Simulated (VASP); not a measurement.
# What goes wrong when the gap of CdSe is computed with a bad input, part 2 of 2

Some runs for the gap of CdSe get a fault in the input on purpose. Which of them show, and how? The starting structure is a cell with measured lattice constants from the literature and the atomic positions of a computed structure of the Materials Project. Cell and atoms stay as given unless a step says otherwise.

VASP 6.6.1.

Results so far: reference 0.389 eV; a k mesh far too coarse and no band path 0.325 eV.

## 5. Bands with no empty bands (continued)

Level of this step: LDA; plane waves and PAW (Cd, Se) (VASP).

OUTCAR, selected parts (step 5):

```text
  Total       -0.3689679     -0.3689679     -0.3689679     -0.0000000     -0.0000000      0.0000000
  in kB      -10.6780774    -10.6780774    -10.6780774     -0.0000000     -0.0000000      0.0000000
  external PRESSURE =     -10.6780774 kB  Pullay stress =       0.0000000 kB

  FREE ENERGIE OF THE ION-ELECTRON SYSTEM (eV)
  ---------------------------------------------------
  free  energy   TOTEN  =        -6.7523322716 eV

  energy  without entropy=       -6.7523322716  energy(sigma->0) =       -6.75233227

[... 2 parts as in an earlier step ...]

[... 2 further parts left out ...]
[key lines of the parts left out:]
E-fermi :   1.0762
```

The run converges, yet it holds no empty band, so no gap can be read from it.

## 6. Bands with a cutoff far too low

A slip made on purpose: a cutoff far too low. Against step 2 the input has ENCUT = 120 (also changed: NELM).

File INCAR:

```
SYSTEM = CdSe
PREC = Accurate
ENCUT = 120
EDIFF = 1E-06
NELM = 60
ISMEAR = 0
SIGMA = 0.03
LREAL = .FALSE.
ALGO = Normal
GGA = CA
NBANDS = 21
LORBIT = 11
LWAVE = .FALSE.
LCHARG = .FALSE.
KPAR = 4
LASPH = .TRUE.
```

File POSCAR:

```
CdSe
1.0
    0.0000000000      3.0250000000      3.0250000000
    3.0250000000      0.0000000000      3.0250000000
    3.0250000000      3.0250000000      0.0000000000
Cd Se
1 1
Direct
    0.0000000000      0.0000000000      0.0000000000
    0.2500000000      0.2500000000      0.2500000000
```

File KPOINTS:

```
Automatic mesh
0
Gamma
6 6 6
0 0 0
```

File KPOINTS_OPT:

```
Line mode
10
Line-mode
Reciprocal
  0.00000000   0.00000000   0.00000000 GAMMA
  0.50000000   0.00000000   0.50000000 X

  0.50000000   0.00000000   0.50000000 X
  0.50000000   0.25000000   0.75000000 W

  0.50000000   0.25000000   0.75000000 W
  0.37500000   0.37500000   0.75000000 K

  0.37500000   0.37500000   0.75000000 K
  0.00000000   0.00000000   0.00000000 GAMMA

  0.00000000   0.00000000   0.00000000 GAMMA
  0.50000000   0.50000000   0.50000000 L

  0.50000000   0.50000000   0.50000000 L
  0.62500000   0.25000000   0.62500000 U

  0.62500000   0.25000000   0.62500000 U
  0.50000000   0.25000000   0.75000000 W

  0.50000000   0.25000000   0.75000000 W
  0.50000000   0.50000000   0.50000000 L

  0.50000000   0.50000000   0.50000000 L
  0.37500000   0.37500000   0.75000000 K

  0.62500000   0.25000000   0.62500000 U
  0.50000000   0.00000000   0.50000000 X
```

PAW data sets: Cd and Se (LDA family, release 64).

The run is started by

```sh
mpirun -np 4 vasp_std
```

What it wrote:

```text
[... set-up lines as in an earlier step ...]
 entering main loop
       N       E                     dE             d eps       ncg     rms          rms(c)
DAV:   1     0.382768674242E+02    0.38277E+02   -0.35265E+03   765   0.235E+02
DAV:   2     0.693126020198E+01   -0.31346E+02   -0.30042E+02   810   0.793E+01
DAV:   3     0.637807417205E+01   -0.55319E+00   -0.55121E+00   807   0.936E+00
DAV:   4     0.637721974152E+01   -0.85443E-03   -0.85441E-03   760   0.382E-01
[...]
DAV:  10     0.270643741884E+02    0.46785E-03   -0.18201E-03   765   0.201E-01    0.108E-01
DAV:  11     0.270643579808E+02   -0.16208E-04   -0.12935E-04   747   0.455E-02    0.553E-02
DAV:  12     0.270643572191E+02   -0.76177E-06   -0.47992E-06   752   0.147E-02
   1 F= 0.27064357E+02 E0= 0.27064464E+02  d E =-.214253E-03
 Start KPOINTS_OPT (optional k-point list driver)
k-point batch [1-16\100]
       N       E                     dE             ncg
DAV:   1    -0.161197181206E+04   -0.50506E+04      876
DAV:   2    -0.211806551434E+04   -0.50609E+03      819
DAV:   3    -0.212469748835E+04   -0.66320E+01      792
DAV:   4    -0.212470738288E+04   -0.98945E-02      780
DAV:   5    -0.212470741048E+04   -0.27600E-04      782
DAV:   6    -0.212470741059E+04   -0.10367E-06      662
[...]
k-point batch [97-100\100]
       N       E                     dE             ncg
DAV:   1     0.321649527321E+04   -0.15999E+04      213
DAV:   2     0.307958736490E+04   -0.13691E+03      204
DAV:   3     0.307789146783E+04   -0.16959E+01      203
DAV:   4     0.307788871874E+04   -0.27491E-02      188
DAV:   5     0.307788871028E+04   -0.84561E-05      208
DAV:   6     0.307788871025E+04   -0.31606E-07      166
```

Wall time 2.8 s (4 MPI ranks of Intel Xeon Platinum 8259CL at 2.50GHz (Skylake/Cascade Lake), shared host); peak memory 0.42 GiB.

OUTCAR, selected parts (step 6):

```text
  Total     -188.0895569   -188.0895569   -188.0895569      0.0000000      0.0000000      0.0000000
  in kB    -5443.3860148  -5443.3860148  -5443.3860148      0.0000000      0.0000000      0.0000000
  external PRESSURE =   -5443.3860148 kB  Pullay stress =       0.0000000 kB

 POSITION                                       TOTAL-FORCE (eV/Angst)
 -----------------------------------------------------------------------------------
      0.00000      0.00000      0.00000         0.000000      0.000000      0.000000
      1.51250      1.51250      1.51250        -0.000000     -0.000000     -0.000000
 -----------------------------------------------------------------------------------
    total drift:                               -0.000034     -0.000034     -0.000032

  FREE ENERGIE OF THE ION-ELECTRON SYSTEM (eV)
  ---------------------------------------------------
  free  energy   TOTEN  =        27.0643572191 eV

  energy  without entropy=       27.0645714723  energy(sigma->0) =       27.06446435

[... 1 part as in an earlier step ...]

[... 2 further parts left out ...]
[key lines of the parts left out:]
E-fermi :   0.9970
```

With a cutoff far too low there is no gap to read, since by its occupations the run counts as a metal (its levels may still leave one).

## 7. Comparison

| run | ended | gap (eV) | change (eV) | core minutes |
| --- | --- | --- | --- | --- |
| reference | converged | 0.389 | - | 0.653 |
| a k mesh far too coarse and no band path | converged | 0.325 | -0.064 | 0.187 |
| a fixed density without a density file | stopped by VASP | - | - | 0.307 |
| no empty bands | converged | - | - | 0.227 |
| a cutoff far too low | converged | none | - | 0.187 |

Core minutes are wall time times ranks of the run shown, on a shared host.

## 8. Results

```yaml
reference_gap: 0.389 eV
gap_with_a_k_mesh_far_too_coarse_and_no_band_path: 0.325 eV
gap_with_a_cutoff_far_too_low: none to read from the occupations
run_with_a_fixed_density_without_a_density_file: stopped by VASP
run_with_no_empty_bands: converged
```

**Reading.** VASP stopped by itself in the run with a fixed density without a density file. The run without empty bands converged, and still can't show a gap. Finished, but with signs in the output that stand out against the reference: a cutoff far too low, with no gap to read, since by its occupations the run counts as a metal (its levels may still leave one) (signs: a stress of up to 544.3 GPa). Finished, and of the signs looked for here (warnings, stress, forces, entropy, moments, translations away from zero, imaginary modes) none stands out against the reference by the marks set here, though the gap is off: a k mesh far too coarse and no band path, with the gap changed by -0.06 eV. Further runs on this material are not shown.

[Lines on the potential files, build, host, timing and source positions are cut from VASP's logs without a mark.]

[Logs are printed without paths, hosts, clocks, repeated set-up lines and the standing remarks that a program may print on its own settings, such as how far it seeks lower states.]

[Hosts, paths, dates, database ids (printed as entryN), source tags and the programs' standing remarks are cut or masked in the printed files.]
